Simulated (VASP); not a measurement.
Level of theory: PBE GGA, VASP's PBE PAW potentials (set 64) (plane waves; VASP).

VASP ran on this input.

POSCAR:
```
MgB2
1
    1.5033750000    -2.7403260000     0.0000000000
    1.5033750000     2.7403260000     0.0000000000
    0.0000000000     0.0000000000     3.5143660000
Mg B
1 2
Direct
  0.0000000000   0.0000000000   0.0000000000
  0.3333330000   0.6666670000   0.5000000000
  0.6968860000   0.3635520000   0.5000000000
```

INCAR:
```
SYSTEM=MgB2
PREC=Accurate; ENCUT=520; LREAL=.FALSE.
LASPH=.TRUE.
EDIFF=1E-6; NELM=100; ALGO=Fast
ISMEAR=1; SIGMA=0.1
GGA=PE
ISIF=2
LWAVE=.FALSE.; LCHARG=.FALSE.
```

**KPOINTS**
```
kpoints
0
G
10 10 8
```

POTCAR, in this order: Mg B (PBE.64 set). Program: vasp_std.

The resulting files:

### OSZICAR
```
       N       E                     dE             d eps       ncg     rms          rms(c)
DAV:   1     0.539006468379E+01    0.53901E+01   -0.39112E+03  4408   0.836E+02
DAV:   2    -0.166266555324E+02   -0.22017E+02   -0.20811E+02  6064   0.109E+02
DAV:   3    -0.169116147462E+02   -0.28496E+00   -0.27908E+00  5320   0.149E+01
DAV:   4    -0.169120765360E+02   -0.46179E-03   -0.46174E-03  6408   0.556E-01
DAV:   5    -0.169120769680E+02   -0.43200E-06   -0.43238E-06  5432   0.104E-02    0.526E+00
RMM:   6    -0.154892395086E+02    0.14228E+01   -0.13699E+00  4234   0.707E+00    0.252E+00
RMM:   7    -0.152392847589E+02    0.24995E+00   -0.91420E-01  4384   0.570E+00    0.758E-01
RMM:   8    -0.152396249670E+02   -0.34021E-03   -0.41326E-02  4600   0.187E+00    0.221E-01
RMM:   9    -0.152388458287E+02    0.77914E-03   -0.69118E-03  4922   0.603E-01    0.498E-02
RMM:  10    -0.152389089697E+02   -0.63141E-04   -0.70164E-04  5010   0.219E-01    0.185E-02
RMM:  11    -0.152389141532E+02   -0.51835E-05   -0.86076E-05  5082   0.818E-02    0.286E-03
RMM:  12    -0.152389156733E+02   -0.15201E-05   -0.13623E-05  4912   0.291E-02    0.177E-03
RMM:  13    -0.152389160368E+02   -0.36347E-06   -0.29924E-06  4155   0.128E-02
   1 F= -.15238916E+02 E0= -.15238909E+02  d E =-.199643E-04
```

**OUTCAR**
```
------------------------ aborting loop because EDIFF is reached ----------------------------------------
  FORCE on cell =-STRESS in cart. coord.  units (eV):
  Direction    XX          YY          ZZ          XY          YZ          ZX
  --------------------------------------------------------------------------------------
  Total        1.7881016     -1.9238779      0.1643074     -0.1886265      0.0000000      0.0000000
  in kB       98.9364275   -106.4489897      9.0912017    -10.4367867      0.0000000      0.0000000
  external PRESSURE =       0.5262131 kB  Pullay stress =       0.0000000 kB
  volume of cell :       28.96
      direct lattice vectors                 reciprocal lattice vectors
     1.503375000 -2.740326000  0.000000000     0.332585017 -0.182460043  0.000000000
     1.503375000  2.740326000  0.000000000     0.332585017  0.182460043  0.000000000
     0.000000000  0.000000000  3.514366000     0.000000000  0.000000000  0.284546345
 POSITION                                       TOTAL-FORCE (eV/Angst)
 -----------------------------------------------------------------------------------
      0.00000      0.00000      0.00000         0.227661      0.017852      0.000000
      1.50337      0.91344      1.75718         0.747467     -0.226472      0.000000
      1.59424     -0.91344      1.75718        -0.975128      0.208620      0.000000
 -----------------------------------------------------------------------------------
    total drift:                                0.000045      0.000002      0.000000
  FREE ENERGIE OF THE ION-ELECTRON SYSTEM (eV)
  ---------------------------------------------------
  free  energy   TOTEN  =       -15.2389160368 eV

  energy  without entropy=      -15.2388960724  energy(sigma->0) =      -15.23890938
```
(Selected blocks of OUTCAR.)

The compound is MgB2 in the AlB2 type structure. The cell was not relaxed at this level, atoms are displaced from their ideal sites. The run is one of a series of settings (ALGO = Fast against the base run), some of them coarse on purpose.
